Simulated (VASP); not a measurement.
Data:

```
CdI2
1.0
    2.11072    -3.65587     0.00000
    2.11072     3.65587     0.00000
    0.00000     0.00000     6.57945
Cd I
1 2
Cartesian
  2.11072  -3.65587   0.00000
  2.11072   1.21863   1.63561
  2.11072  -1.21863   4.94384
```

These are PBEsol GGA, VASP's PBE PAW potentials (set 64) (plane waves; VASP) values and carry that method's errors. Run with 480 eV cut-off, 6×6×4 Γ-centred mesh, Gaussian smearing of 0.050 eV, potentials Cd I.

Without a dispersion term in the relaxation, distances and binding between the weakly bound layers, chains or molecules are unreliable, and so is what depends on them.

Task: Estimate the energy per atom (σ→0), pressure.

Result: 
- energy per atom (σ→0) = -203.9 kJ/mol-atom
- pressure = 1.78 GPa

Total energies compare only between runs with the same potentials, cut-off and functional.

The compound is CdI2 in the 1T layered structure. This cell was strained or had an atom moved on purpose.
